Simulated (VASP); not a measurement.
All values below come from r2SCAN meta-GGA, VASP's PBE PAW potentials (set 64) (plane waves; VASP 6.6.1).

The input files of a VASP run:

**POSCAR**
```
W
1.0
 -1.5863189768   1.5863189768   1.5863189768
  1.5863189768  -1.5863189768   1.5863189768
  1.5863189768   1.5863189768  -1.5863189768
W
1
Cartesian
  0.0000000000   0.0000000000   0.0000000000
```

**INCAR**
```
SYSTEM = W
PREC = Accurate
ENCUT = 500
EDIFF = 1E-6
NELM = 100
ALGO = Normal
LREAL = .FALSE.
LASPH = .TRUE.
ISMEAR = 1
SIGMA = 0.1
METAGGA = R2SCAN
LMIXTAU = .TRUE.
LMAXMIX = 6
LWAVE = .FALSE.
LCHARG = .FALSE.
IBRION = 2
ISIF = 3
NSW = 40
EDIFFG = -0.02
```

### KPOINTS
```
Automatic
0
G
 16 16 16
```

POTCAR, in this order: W_sv (PBE.64 set). Program: vasp_std.

The resulting files:

OSZICAR:
```
       N       E                     dE             d eps       ncg     rms          rms(c)
DAV:   1     0.380943571733E+02    0.38094E+02   -0.78533E+03  3209   0.145E+03
DAV:   2    -0.538782080414E+02   -0.91973E+02   -0.89028E+02  3454   0.344E+02
DAV:   3    -0.556275373611E+02   -0.17493E+01   -0.17245E+01  3665   0.460E+01
DAV:   4    -0.556393692799E+02   -0.11832E-01   -0.11831E-01  3441   0.378E+00
DAV:   5    -0.556394452417E+02   -0.75962E-04   -0.75961E-04  3595   0.339E-01    0.224E+01
DAV:   6    -0.507640017327E+02    0.48754E+01   -0.23365E+00  3325   0.223E+01    0.449E+00
DAV:   7    -0.514868375281E+02   -0.72284E+00   -0.17270E-01  3238   0.536E+00    0.284E+00
DAV:   8    -0.508584505129E+02    0.62839E+00   -0.51009E-01  3241   0.954E+00    0.339E+00
DAV:   9    -0.512964493811E+02   -0.43800E+00   -0.11605E-01  3379   0.362E+00    0.158E+00
DAV:  10    -0.513521947770E+02   -0.55745E-01   -0.17575E-02  3196   0.171E+00    0.643E-01
DAV:  11    -0.513535544241E+02   -0.13596E-02   -0.33284E-03  3451   0.762E-01    0.121E-01
DAV:  12    -0.513537797146E+02   -0.22529E-03   -0.34091E-04  3241   0.265E-01    0.513E-02
DAV:  13    -0.513536947651E+02    0.84950E-04   -0.84944E-05  3259   0.135E-01    0.396E-02
DAV:  14    -0.513536861661E+02    0.85990E-05   -0.47382E-06  3553   0.291E-02    0.300E-02
DAV:  15    -0.513536781151E+02    0.80510E-05   -0.22596E-05  3367   0.663E-02    0.678E-03
DAV:  16    -0.513536746319E+02    0.34832E-05   -0.31157E-06  3389   0.206E-02    0.222E-03
DAV:  17    -0.513536763782E+02   -0.17463E-05   -0.22484E-07  1622   0.609E-03    0.966E-04
DAV:  18    -0.513536767279E+02   -0.34967E-06   -0.54106E-08  1604   0.335E-03
   1 F= -.51353677E+02 E0= -.51353394E+02  d E =-.513537E+02
```

OUTCAR:
```
------------------------ aborting loop because EDIFF is reached ----------------------------------------
  FORCE on cell =-STRESS in cart. coord.  units (eV):
  Direction    XX          YY          ZZ          XY          YZ          ZX
  --------------------------------------------------------------------------------------
  Total        0.0063974      0.0063974      0.0063974      0.0000000      0.0000000      0.0000000
  in kB        0.6419264      0.6419264      0.6419264      0.0000000      0.0000000      0.0000000
  external PRESSURE =       0.6419264 kB  Pullay stress =       0.0000000 kB
  volume of cell :       15.97
      direct lattice vectors                 reciprocal lattice vectors
    -1.586318977  1.586318977  1.586318977     0.000000000  0.315195120  0.315195120
     1.586318977 -1.586318977  1.586318977     0.315195120  0.000000000  0.315195120
     1.586318977  1.586318977 -1.586318977     0.315195120  0.315195120  0.000000000
 POSITION                                       TOTAL-FORCE (eV/Angst)
 -----------------------------------------------------------------------------------
      0.00000      0.00000      0.00000         0.000000      0.000000      0.000000
 -----------------------------------------------------------------------------------
    total drift:                                0.000000     -0.000000      0.000000
  FREE ENERGIE OF THE ION-ELECTRON SYSTEM (eV)
  ---------------------------------------------------
  free  energy   TOTEN  =       -51.3536767279 eV

  energy  without entropy=      -51.3528280534  energy(sigma->0) =      -51.35339384

 reached required accuracy - stopping structural energy minimisation
```
(Selected blocks of OUTCAR.)

The compound is W in the bcc structure. It was relaxed first.
